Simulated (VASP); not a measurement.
# Janus MoSSe monolayer and its bilayer, part 3 of 9

What are the lattice, gap and band positions of Janus MoSSe monolayer, and what does a second sheet change?

VASP 6.6.1, plane waves and PAW; the level of theory is named at each step.

So far, gap on the k-mesh (eV): step 2 (relaxing the monolayer) 1.69.

## Step 4: Vacuum level and density of states

Level of this step: r2SCAN with rVV10, no spin polarisation; plane waves and PAW (Mo, S, Se) (VASP).

A static run writes the electrostatic potential without exchange and correlation (LVHAR), which is flat in the vacuum and gives the level to count from. The dipole correction cancels the field that unlike faces would set up across the vacuum.

The input, INCAR:

```
SYSTEM = MoSeS
PREC = Normal
ENCUT = 350
EDIFF = 1E-06
NELM = 120
ISMEAR = 0
SIGMA = 0.03
LREAL = .FALSE.
ALGO = Normal
METAGGA = R2SCAN
LUSE_VDW = .TRUE.
IVDW_NL = 2
BPARAM = 11.95
CPARAM = 0.0093
LASPH = .TRUE.
NBANDS = 15
LORBIT = 11
LWAVE = .FALSE.
LCHARG = .TRUE.
IDIPOL = 3
LDIPOL = .TRUE.
DIPOL = 0.5 0.5 0.5
LVHAR = .TRUE.
LVACPOTAV = .TRUE.
NEDOS = 1500
LELF = .TRUE.
```

The input, POSCAR:

```
MoSeS
1.0
    3.2369693496      0.0000000000      0.0000000000
   -1.6184846748      2.8032976880      0.0000000000
    0.0000000000      0.0000000000     22.0000000000
Mo S Se
1 1 1
Direct
    0.3333333333      0.6666666667      0.4974849633
    0.6666666667      0.3333333333      0.4280636568
    0.6666666667      0.3333333333      0.5744513799
```

The input, KPOINTS:

```
Automatic mesh
0
Gamma
12 12 1
0 0 0
```

The input, KPOINTS_OPT:

```
Line mode
14
Line-mode
Reciprocal
  0.00000000   0.00000000   0.00000000 GAMMA
  0.50000000   0.00000000   0.00000000 M

  0.50000000   0.00000000   0.00000000 M
  0.33333333   0.33333333   0.00000000 K

  0.33333333   0.33333333   0.00000000 K
  0.00000000   0.00000000   0.00000000 GAMMA
```

PAW data sets: Mo, S and Se (PBE family, release 64).

Started as:

```sh
mpirun -np 4 vasp_std
```

The program printed:

```text
[banner, memory and clock lines left out]
running    4 mpi-ranks, on    1 nodes
 distrk:  each k-point on    4 cores,    1 groups
 distr:  one band on    1 cores,    4 groups

 POSCAR found type information on POSCAR MoS Se
 POSCAR found :  3 types and       3 ions
 [... a notice as in an earlier step ...]

 [... a notice as in an earlier step ...]

 LDA part: xc-table for (None), standard interpolation
|                                                                             |
|           W    W    AA    RRRRR   N    N  II  N    N   GGGG   !!!           |
|           W    W   A  A   R    R  NN   N  II  NN   N  G    G  !!!           |
|           W    W  A    A  R    R  N N  N  II  N N  N  G       !!!           |
|           W WW W  AAAAAA  RRRRR   N  N N  II  N  N N  G  GGG   !            |
|           WW  WW  A    A  R   R   N   NN  II  N   NN  G    G                |
|           W    W  A    A  R    R  N    N  II  N    N   GGGG   !!!           |
|                                                                             |
|     The number of bands has been changed from the values supplied in        |
|     The orbitals not found in the WAVECAR file will be initialized with     |
|     random numbers, which is usually adequate. For correlated               |
|     calculations, however, you should redo the groundstate calculation.     |
|     I found NBANDS = 15. Now, NBANDS = 16.                                  |
|                                                                             |

 POSCAR, INCAR and KPOINTS ok, starting setup
 FFT: planning ... GRIDC
 FFT: planning ... GRID_SOFT
 FFT: planning ... GRID
 WAVECAR not read
 entering main loop
       N       E                     dE             d eps       ncg     rms          rms(c)
Total rVV10 correction in eV:      0.5647501    25.1424134
DAV:   1     0.760054956063E+02    0.76005E+02   -0.50621E+03   608   0.608E+02
DAV:   2    -0.433143758655E+02   -0.11932E+03   -0.11011E+03   864   0.151E+02
DAV:   3    -0.541733085492E+02   -0.10859E+02   -0.10722E+02   840   0.561E+01
DAV:   4    -0.543696041912E+02   -0.19630E+00   -0.19572E+00   720   0.885E+00
DAV:   5    -0.543744006418E+02   -0.47965E-02   -0.47945E-02   872   0.133E+00    0.229E+01
Total rVV10 correction in eV:      0.5640242    25.1433023
DAV:   6    -0.507431059289E+02    0.36313E+01   -0.60506E+00   792   0.181E+01    0.828E+00
Total rVV10 correction in eV:      0.5584798    25.1454868
DAV:   7    -0.505249057120E+02    0.21820E+00   -0.29094E+00   824   0.153E+01    0.732E+00
Total rVV10 correction in eV:      0.5596840    25.1448580
DAV:   8    -0.503041283006E+02    0.22078E+00   -0.40959E-01   768   0.583E+00    0.913E-01
Total rVV10 correction in eV:      0.5610095    25.1449839
DAV:   9    -0.503173876078E+02   -0.13259E-01   -0.52418E-02   784   0.180E+00    0.276E-01
Total rVV10 correction in eV:      0.5623910    25.1448618
DAV:  10    -0.503175713383E+02   -0.18373E-03   -0.40455E-03   760   0.523E-01    0.176E-01
Total rVV10 correction in eV:      0.5638142    25.1446716
DAV:  11    -0.503183015535E+02   -0.73022E-03   -0.17482E-03   760   0.264E-01    0.100E-01
Total rVV10 correction in eV:      0.5640561    25.1445010
DAV:  12    -0.503185752259E+02   -0.27367E-03   -0.21545E-04   864   0.105E-01    0.732E-02
Total rVV10 correction in eV:      0.5649864    25.1441172
DAV:  13    -0.503192618438E+02   -0.68662E-03   -0.34638E-04   704   0.116E-01    0.343E-02
Total rVV10 correction in eV:      0.5654214    25.1438747
DAV:  14    -0.503195243124E+02   -0.26247E-03   -0.75974E-05   728   0.554E-02    0.230E-02
Total rVV10 correction in eV:      0.5663642    25.1431797
DAV:  15    -0.503201696656E+02   -0.64535E-03   -0.26791E-04   616   0.933E-02    0.216E-02
Total rVV10 correction in eV:      0.5665705    25.1429900
DAV:  16    -0.503202955665E+02   -0.12590E-03   -0.24945E-05   768   0.306E-02    0.630E-03
Total rVV10 correction in eV:      0.5668204    25.1426981
DAV:  17    -0.503204815570E+02   -0.18599E-03   -0.49411E-05   656   0.421E-02    0.799E-03
Total rVV10 correction in eV:      0.5668896    25.1425426
DAV:  18    -0.503205870386E+02   -0.10548E-03   -0.41159E-05   720   0.351E-02    0.250E-03
Total rVV10 correction in eV:      0.5669045    25.1424850
DAV:  19    -0.503206199156E+02   -0.32877E-04   -0.61907E-06   760   0.124E-02    0.185E-03
Total rVV10 correction in eV:      0.5669055    25.1424233
DAV:  20    -0.503206498856E+02   -0.29970E-04   -0.75777E-06   712   0.139E-02    0.118E-03
Total rVV10 correction in eV:      0.5669016    25.1424163
DAV:  21    -0.503206524083E+02   -0.25227E-05   -0.45465E-07   696   0.454E-03    0.468E-04
Total rVV10 correction in eV:      0.5669005    25.1424135
DAV:  22    -0.503206545732E+02   -0.21649E-05   -0.27278E-07   592   0.440E-03    0.248E-04
Total rVV10 correction in eV:      0.5669003    25.1424140
DAV:  23    -0.503206545337E+02    0.39439E-07   -0.15204E-07   632   0.376E-03
|                                                                             |
|           W    W    AA    RRRRR   N    N  II  N    N   GGGG   !!!           |
|           W    W   A  A   R    R  NN   N  II  NN   N  G    G  !!!           |
|           W    W  A    A  R    R  N N  N  II  N N  N  G       !!!           |
|           W WW W  AAAAAA  RRRRR   N  N N  II  N  N N  G  GGG   !            |
|           WW  WW  A    A  R   R   N   NN  II  N   NN  G    G                |
|           W    W  A    A  R    R  N    N  II  N    N   GGGG   !!!           |
|                                                                             |
|     Did not find any points to average over, which means that no vacuum     |
|     field-free region was found. Please increase the size of  your cell     |
|     in the dimension of the dipole correction to obtain accurate            |
|     workfunction values.                                                    |
|                                                                             |

Total rVV10 correction in eV:      0.5668992    25.1424162
Total rVV10 correction in eV:      0.5669002    25.1424145
   1 F= -.50320655E+02 E0= -.50320655E+02  d E =-.211641E-12
 Start KPOINTS_OPT (optional k-point list driver)
k-point batch [1-19\42]
       N       E                     dE             ncg
DAV:   1    -0.385118417172E+03   -0.65554E+04      608
DAV:   3    -0.273877214654E+04   -0.19017E+03      832
DAV:   4    -0.274176896895E+04   -0.29968E+01      728
DAV:   5    -0.274183897528E+04   -0.70006E-01      808
DAV:   6    -0.274184190268E+04   -0.29274E-02      808
DAV:   7    -0.274184203066E+04   -0.12799E-03      832
DAV:   8    -0.274184203658E+04   -0.59107E-05      760
DAV:   9    -0.274184203695E+04   -0.37075E-06      568
[...]
k-point batch [39-42\42]
       N       E                     dE             ncg
DAV:   1     0.694217940928E+04   -0.20790E+03      128
DAV:   2     0.655447889689E+04   -0.38770E+03      200
DAV:   3     0.651705828082E+04   -0.37421E+02      168
DAV:   4     0.651632094104E+04   -0.73734E+00      136
DAV:   5     0.651629769451E+04   -0.23247E-01      160
DAV:   6     0.651629654745E+04   -0.11471E-02      144
DAV:   7     0.651629649706E+04   -0.50388E-04      168
DAV:   8     0.651629649518E+04   -0.18748E-05      160
DAV:   9     0.651629649517E+04   -0.16437E-07       88
```

It took 77 s on 4 MPI ranks of Intel Xeon Platinum 8488C (Sapphire Rapids), shared host; peak memory 0.74 GiB; 5.1 min of CPU time.

Parts of OUTCAR (step 4):

```text
The static configuration has the point symmetry C_3v.

 Found     19 irreducible k-points:

   k-points           NKPTS =     19   k-points in BZ     NKDIM =     19   number of bands    NBANDS=     16

   NELECT =      18.0000    total number of electrons

 dipolmoment           0.000000      0.000000     -0.036558 electrons x Angstroem

 E-fermi :  -2.7465

 k-point     1 :       0.0000    0.0000    0.0000
  band No.  band energies     occupation
    ...
      5      -5.4871      2.00000
      6      -4.8758      2.00000
      7      -4.1686      2.00000
      8      -4.1686      2.00000
      9      -2.8928      2.00000
     10       0.1497      0.00000
     11       0.1497      0.00000
     12       0.4713      0.00000
     13       0.4713      0.00000
     14       2.4596      0.00000
    ...

 k-point     2 :       0.0833    0.0000    0.0000
  band No.  band energies     occupation
    ...
      5      -5.4033      2.00000
      6      -5.1288      2.00000
      7      -4.3117      2.00000
      8      -4.0543      2.00000
      9      -2.9327      2.00000
     10      -0.0169      0.00000
     11       0.0968      0.00000
     12       0.2274      0.00000
     13       0.4171      0.00000
     14       2.6238      0.00000
    ...

  Total       -0.0002743     -0.0002743     -0.0838332      0.0000000     -0.0000000      0.0000000
  in kB       -0.0022018     -0.0022018     -0.6728156      0.0000000     -0.0000000      0.0000000
  external PRESSURE =      -0.2257397 kB  Pullay stress =       0.0000000 kB

 POSITION                                       TOTAL-FORCE (eV/Angst)
 -----------------------------------------------------------------------------------
     -0.00000      1.86887     10.94467         0.000000     -0.000000     -0.006380
      1.61848      0.93443      9.41740        -0.000000     -0.000000      0.012160
      1.61848      0.93443     12.63793        -0.000000      0.000000     -0.005780
 -----------------------------------------------------------------------------------
    total drift:                               -0.000003      0.000013     -0.002141

  FREE ENERGIE OF THE ION-ELECTRON SYSTEM (eV)
  ---------------------------------------------------
  free  energy   TOTEN  =       -50.3206545337 eV

  energy  without entropy=      -50.3206545337  energy(sigma->0) =      -50.32065453

 vacuum level on the upper side and lower side of the slab         2.646         3.375

[... 10 parts as in an earlier step ...]

[... 3 further parts left out ...]
```

Numbers from this step:

```yaml
fermi_energy: -2.747 eV
least_gap_on_mesh_and_path: 1.693 eV
least_direct_gap_on_mesh_and_path: 1.693 eV
vacuum_levels: 2.646, 3.375 eV
ionisation_potentials_of_the_upper_and_lower_face: 5.530, 6.258 eV
electron_affinities_of_the_upper_and_lower_face: 3.837, 4.566 eV
```

The electronic bands at the labelled points (eV, zero at the valence-band top; v1 is the highest filled band, c1 the lowest empty one):

```tsv
point	v4	v3	v2	v1	c1	c2	c3	c4
Γ	-1.99	-1.28	-1.28	-0.01	3.03	3.03	3.35	3.35
0.54 of the way	-2.59	-1.55	-1.48	-0.76	2.13	2.44	3.19	4.06
M	-3.14	-1.99	-0.82	-0.65	2.21	2.66	4.06	4.43
0.54 of the way	-3.21	-2.56	-2.00	-0.24	2.07	3.02	3.48	4.57
K	-3.65	-3.05	-2.23	0.00	1.69	3.04	3.53	4.97
0.46 of the way	-3.27	-2.00	-1.27	-0.66	1.90	2.49	2.91	4.38
Γ	-1.99	-1.28	-1.28	-0.01	3.03	3.03	3.35	3.35
```

Of the projections kept (Mo, S, Se), the largest for each band there; the rest of the weight can lie on other orbitals:

```tsv
point	v4	v3	v2	v1	c1	c2	c3	c4
Γ	Se 0.51	Mo 0.68	Mo 0.68	Mo 0.79	Mo 0.48	Mo 0.48	Se 0.54	Se 0.54
M	Mo 0.59	Se 0.40	Se 0.47	Mo 0.73	Mo 0.95	Mo 0.91	Mo 0.64	Mo 0.59
K	Mo 0.40	S 0.47	Mo 0.41	Mo 0.86	Mo 0.93	Mo 0.75	Mo 0.81	Mo 0.70
Γ	Se 0.51	Mo 0.68	Mo 0.68	Mo 0.79	Mo 0.48	Mo 0.48	Se 0.54	Se 0.54
```

Zero at the Fermi level. Table of planar average of the electrostatic potential by height:

```tsv
height (Å)	planar average of the electrostatic potential (eV)
0.0	5.76
0.5	6.12
1.0	6.12
1.5	6.12
2.0	6.12
2.5	6.12
3.0	6.12
3.5	6.12
4.0	6.12
4.5	6.12
5.0	6.12
5.5	6.12
6.0	6.12
6.5	6.12
7.0	6.10
7.5	6.01
8.0	5.56
8.5	3.41
9.0	-6.72
9.5	-13.2
10.0	-6.71
10.5	-6.23
11.0	-7.89
11.5	-5.50
12.0	-6.56
12.5	-10.5
13.0	-8.55
13.5	1.11
14.0	4.45
14.5	5.19
15.0	5.35
15.5	5.38
16.0	5.39
16.5	5.39
17.0	5.39
17.5	5.39
18.0	5.39
18.5	5.39
19.0	5.39
19.5	5.39
20.0	5.39
20.5	5.39
21.0	5.39
21.5	5.39
```

Density of states in the PAW spheres, an atom over height of the layer and energy from the Fermi level.

Ten even steps from '_' (0.00 states/eV) to '@' (1.38 states/eV), each cell a mean:
```
______
__..__
..@@..
::@@..
..==--
--++++
==##**
::==::
::++..
--##::
==##--
==**--
--++--
......
--**--
--**==
..::..
______
______
______
______
______
```
Columns: height of the layer (Å) from 9.4 to 12.6 (not evenly spaced); rows upwards: energy from the Fermi level (eV) from -7.9 to 0.5.

Valence density in the ca plane at fractional y = 0.333, with atoms of S and Se within 0.2 Å of it. It is the smooth field of the valence electrons, not physical close to the nuclei.

Ten even steps from '0' (0.0 e/Å³) to '9' (1.0 e/Å³), each cell a mean:
```
00000000000000000136886322357764100000000000
00000000000000000279799422476477310000000000
00000000000000000389259522474058410000000000
00000000000000000269898422477576310000000000
00000000000000000135775322356653100000000000
00000000000000000011233333223321000000000000
00000000000000000001112343222110000000000000
00000000000000000012333333233321000000000000
```
Columns run along c (16.0 Å, from fractional 0.10 to 0.83 of the cell), rows up along a (3.2 Å). Atoms in or near the plane, at fractional coordinates: S at (0.43, 0.67), Se at (0.57, 0.67).

ELF in the ca plane at fractional y = 0.333, with atoms of S and Se within 0.2 Å of it. It is the smooth field of the valence electrons, not physical close to the nuclei.

Values, 5 rows by 16 columns, each cell a mean:
```
0.00 0.00 0.00 0.00 0.04 0.37 0.83 0.80 0.48 0.48 0.80 0.86 0.47 0.04 0.00 0.00
0.00 0.00 0.00 0.00 0.09 0.55 0.92 0.55 0.51 0.49 0.61 0.91 0.66 0.10 0.01 0.00
0.00 0.00 0.00 0.00 0.05 0.37 0.83 0.79 0.48 0.47 0.79 0.86 0.47 0.05 0.01 0.00
0.00 0.00 0.00 0.00 0.00 0.04 0.26 0.43 0.22 0.23 0.47 0.32 0.07 0.00 0.00 0.00
0.00 0.00 0.00 0.00 0.00 0.03 0.23 0.41 0.21 0.22 0.45 0.30 0.06 0.00 0.00 0.00
```
Columns run along c (16.0 Å, from fractional 0.10 to 0.83 of the cell), rows up along a (3.2 Å). Atoms in or near the plane, at fractional coordinates: S at (0.43, 0.67), Se at (0.57, 0.67).

The map of layer states is cut here 0.5 eV above the Fermi level, so it leaves out the states above that.

The vacuum level lies 5.53 eV above the highest filled level at the upper face; the two faces differ by 0.73 eV, the step that the slab's dipole of -0.037 e·Å makes.

VASP counts the dipole in electrons times Å, so a positive number points the physical dipole along −c.

The program found no field-free point at its default tolerance, but its printed level agrees with the flat part of the planar average.

(Continued in part 4 of 9.)

[Lines on the potential files, build, host, timing and source positions are cut from VASP's logs without a mark.]

[Logs are printed without paths, hosts, clocks, repeated set-up lines and the standing remarks that a program may print on its own settings, such as how far it seeks lower states.]

[Hosts, paths, dates, database ids (printed as entryN), source tags and the programs' standing remarks are cut or masked in the printed files.]

[Runs that stopped without an error message from VASP are left out.]
